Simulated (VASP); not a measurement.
Set up this calculation in VASP 6.6.1, as the native input.

| Quantity | Value |
| --- | --- |
| Task | density of states |
| Functional | PBE |
| Potentials or basis | VASP PAW PBE potentials, release 64 (Li_sv, Se, F) |
| Cutoff | 520 eV |
| k mesh | 6 × 6 × 6 |
| Occupations | gaussian, width 0.02 eV |
| Spin | no spin polarisation |
| Dipole correction | no |
| k mesh for the DOS | 9 × 9 × 9 |
| Occupations for the DOS | tetrahedron |
| Further INCAR settings | ALGO = Fast; EDIFF = 1e-06 |

Li3SeF:

```
Li Se F
1.0
     3.99627    0.00000    0.00000
     0.00000    3.99627    0.00000
     0.00000    0.00000    3.99627
Li Se F
3 1 1
Direct
  0.50000 0.00000 0.50000
  0.50000 0.50000 0.00000
  0.00000 0.50000 0.50000
  0.00000 0.00000 0.00000
  0.50000 0.50000 0.50000
```

The cell was built by a generator and needn't be a form met in nature.

These files were run (other wordings do the same):

POSCAR

```
Li3SeF
1.0
    3.9962740045      0.0000000000      0.0000000000
    0.0000000000      3.9962740045      0.0000000000
    0.0000000000      0.0000000000      3.9962740045
Li Se F
3 1 1
Direct
    0.5000000000      0.0000000000      0.5000000000
    0.5000000000      0.5000000000      0.0000000000
    0.0000000000      0.5000000000      0.5000000000
    0.0000000000      0.0000000000      0.0000000000
    0.5000000000      0.5000000000      0.5000000000
```

INCAR.step1

```
  PREC = Accurate
  ENCUT = 520
  EDIFF = 1E-6
  ISMEAR = 0
  SIGMA = 0.02
  LREAL = F
  LASPH = T
  NELM = 100
  ALGO = Fast
  ISIF = 2
  LWAVE = F
  LCHARG = T
  GGA = PE
  NBANDS = 19
```

KPOINTS.step1

```
regular mesh
0
Gamma
  6 6 6
```

INCAR.step2

```
  PREC = Accurate
  ENCUT = 520
  EDIFF = 1E-6
  ISMEAR = -5
  SIGMA = 0.02
  LREAL = F
  LASPH = T
  NELM = 100
  ALGO = Fast
  ISIF = 2
  LWAVE = F
  LCHARG = F
  GGA = PE
  LORBIT = 11
  NEDOS = 1001
  ICHARG = 11
```

KPOINTS.step2

```
regular mesh
0
Gamma
  9 9 9
```

Potentials or basis: VASP PAW PBE potentials, release 64 (Li_sv, Se, F).

The run is started by

```bash
$ cat potpaw_PBE.64/Li_sv/POTCAR potpaw_PBE.64/Se/POTCAR potpaw_PBE.64/F/POTCAR > POTCAR
$ cp INCAR.step1 INCAR
$ cp KPOINTS.step1 KPOINTS
$ mpirun -np 1 vasp_std > vasp.out
$ cp INCAR.step2 INCAR
$ cp KPOINTS.step2 KPOINTS
$ mpirun -np 1 vasp_std > vasp.out
```

Results of the run:

```yaml
Valence_electrons_inside_the_program's_atomic_spheres: Li 2.06; Se 3.90; F 6.13
```

Run time: 46 s on 1 thread of Intel(R) Xeon(R) Platinum 8375C CPU @ 2.90GHz (Ice Lake) (shared host), peak memory 0.17 GiB.
